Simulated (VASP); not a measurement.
These are r2SCAN meta-GGA, VASP's PBE PAW potentials (set 64) (plane waves; VASP) values and carry that method's errors.

A VASP calculation is set up with these files.

**POSCAR**
```
Pd
1
   -1.5547164127     1.5547164127     1.5547164127
    1.5547164127    -1.5547164127     1.5547164127
    1.5547164127     1.5547164127    -1.5547164127
Pd
1
Direct
  0.0000000000   0.0000000000   0.0000000000
```

### KPOINTS
```
kpoints
0
gamma
 18 18 18
0 0 0
```

### INCAR
```
! general
SYSTEM   =  Pd
PREC     =  Accurate
ENCUT    =  400
LREAL    =  .False.
LASPH    =  .True.

! electronic loop
EDIFF    =  1E-7
NELM     =  100
ALGO     =  Normal
LMAXMIX  =  4
LMIXTAU  =  .True.

! smearing
ISMEAR   =  -5

! functional
METAGGA  =  R2SCAN

! ions
ISIF     =  2

! output
LWAVE    =  .False.
LCHARG   =  .False.
LORBIT   =  11
NEDOS    =  601
```

### KPOINTS_OPT
```
k-points along high-symmetry lines
10
Line-mode
Reciprocal
  0.000000   0.000000   0.000000 ! GAMMA
  0.500000  -0.500000   0.500000 ! H

  0.500000  -0.500000   0.500000 ! H
  0.000000   0.000000   0.500000 ! N

  0.000000   0.000000   0.500000 ! N
  0.000000   0.000000   0.000000 ! GAMMA

  0.000000   0.000000   0.000000 ! GAMMA
  0.250000   0.250000   0.250000 ! P

  0.250000   0.250000   0.250000 ! P
  0.500000  -0.500000   0.500000 ! H

  0.250000   0.250000   0.250000 ! P
  0.000000   0.000000   0.500000 ! N
```

POTCAR, in this order: Pd (PBE.64 set). Program: vasp_std.

Output of the run:

**OSZICAR**
```
       N       E                     dE             d eps       ncg     rms          rms(c)
DAV:   1     0.120286575353E+02    0.12029E+02   -0.46060E+03  3582   0.854E+02
DAV:   2    -0.257160254087E+02   -0.37745E+02   -0.36976E+02  3794   0.176E+02
DAV:   3    -0.259993342367E+02   -0.28331E+00   -0.28304E+00  4171   0.182E+01
DAV:   4    -0.260009356654E+02   -0.16014E-02   -0.16012E-02  4288   0.122E+00
DAV:   5    -0.260009563639E+02   -0.20699E-04   -0.20717E-04  4486   0.110E-01    0.828E+00
DAV:   6    -0.226777600526E+02    0.33232E+01   -0.68869E+00  3616   0.239E+01    0.398E+00
DAV:   7    -0.229067725633E+02   -0.22901E+00   -0.84802E-01  3681   0.638E+00    0.242E+00
DAV:   8    -0.228989389742E+02    0.78336E-02   -0.22167E-02  3737   0.125E+00    0.247E-01
DAV:   9    -0.229054178583E+02   -0.64789E-02   -0.91945E-03  3702   0.868E-01    0.954E-02
DAV:  10    -0.229056072566E+02   -0.18940E-03   -0.28021E-04  4463   0.159E-01    0.238E-02
DAV:  11    -0.229056528783E+02   -0.45622E-04   -0.52704E-04  4426   0.161E-01    0.324E-02
DAV:  12    -0.229056299340E+02    0.22944E-04   -0.28312E-05  3633   0.604E-02    0.143E-02
DAV:  13    -0.229056562448E+02   -0.26311E-04   -0.15764E-05  3721   0.327E-02    0.411E-03
DAV:  14    -0.229056597285E+02   -0.34838E-05   -0.50744E-06  3785   0.137E-02    0.583E-04
DAV:  15    -0.229056602577E+02   -0.52917E-06   -0.25711E-07  2453   0.266E-03    0.911E-04
DAV:  16    -0.229056607795E+02   -0.52178E-06   -0.91830E-08  1868   0.204E-03    0.134E-04
DAV:  17    -0.229056612302E+02   -0.45073E-06   -0.13925E-08  1844   0.745E-04    0.130E-04
DAV:  18    -0.229056611446E+02    0.85629E-07   -0.18053E-09  1829   0.388E-04
   1 F= -.22905661E+02 E0= -.22905661E+02  d E =0.000000E+00
       N       E                     dE             ncg
```

### OUTCAR
```
------------------------ aborting loop because EDIFF is reached ----------------------------------------
  FORCE on cell =-STRESS in cart. coord.  units (eV):
  Direction    XX          YY          ZZ          XY          YZ          ZX
  --------------------------------------------------------------------------------------
  Total        0.0224456      0.0224456      0.0224456     -0.0000000      0.0000000     -0.0000000
  in kB        2.3923690      2.3923690      2.3923690     -0.0000000      0.0000000     -0.0000000
  external PRESSURE =       2.3923690 kB  Pullay stress =       0.0000000 kB
  volume of cell :       15.03
      direct lattice vectors                 reciprocal lattice vectors
    -1.554716413  1.554716413  1.554716413     0.000000000  0.321602059  0.321602059
     1.554716413 -1.554716413  1.554716413     0.321602059  0.000000000  0.321602059
     1.554716413  1.554716413 -1.554716413     0.321602059  0.321602059  0.000000000
 POSITION                                       TOTAL-FORCE (eV/Angst)
 -----------------------------------------------------------------------------------
      0.00000      0.00000      0.00000         0.000000     -0.000000      0.000000
 -----------------------------------------------------------------------------------
    total drift:                                0.000000      0.000000      0.000000
  FREE ENERGIE OF THE ION-ELECTRON SYSTEM (eV)
  ---------------------------------------------------
  free  energy   TOTEN  =       -22.9056611446 eV

  energy  without entropy=      -22.9056611446  energy(sigma->0) =      -22.90566114

 total charge

# of ion       s       p       d       tot
------------------------------------------
    1        0.502   0.432   8.518   9.452
```
(Selected blocks of OUTCAR.)

OUTCAR:
```
 val. band max:        9.3715137658   @ k =  -0.3889   0.3889   0.0556

 cond. band min:       9.2991282020   @ k =  -0.3889   0.4444   0.3333


 Fermi energy:         9.3103789309

 k-point     1 :       0.0000    0.0000    0.0000
  band No.  band energies     occupation
      1       2.2765      2.00000
      2       6.3420      2.00000
      3       6.3420      2.00000
      4       6.3420      2.00000
      5       8.2907      2.00000
      6       8.2907      2.00000
      7      29.6163      0.00000
      8      29.6163      0.00000
      9      29.6163      0.00000

 k-point     2 :       0.0556    0.0000    0.0000
  band No.  band energies     occupation
      1       2.3978      2.00000
      2       6.3012      2.00000
      3       6.3440      2.00000
      4       6.4272      2.00000
      5       8.2426      2.00000
      6       8.2930      2.00000
      7      29.5356      0.00000
      8      29.6347      0.00000
      9      29.7587      0.00000

 k-point     3 :       0.1111    0.0000    0.0000
  band No.  band energies     occupation
      1       2.7479      2.00000
      2       6.1861      2.00000
      3       6.3487      2.00000
      4       6.6790      2.00000
      5       8.1272      2.00000
      6       8.3027      2.00000
      7      29.1522      0.00000
      8      29.5873      0.00000
      9      30.1707      0.00000

 k-point     4 :       0.1667    0.0000    0.0000
  band No.  band energies     occupation
      1       3.2739      2.00000
      2       6.0147      2.00000
      3       6.3686      2.00000
      4       7.0817      2.00000
      5       8.0135      2.00000
      6       8.3216      2.00000
      7      28.1427      0.00000
      8      29.2136      0.00000
      9      30.8067      0.00000

 k-point     5 :       0.2222    0.0000    0.0000
  band No.  band energies     occupation
      1       3.8382      2.00000
      2       5.8116      2.00000
      3       6.5054      2.00000
...
```

For a metal the tetrahedron method with Blöchl corrections gives inexact stress and forces.

The structure was generated: Pd was put into the bcc type (Im-3m), which need not be its known phase. It was relaxed first.
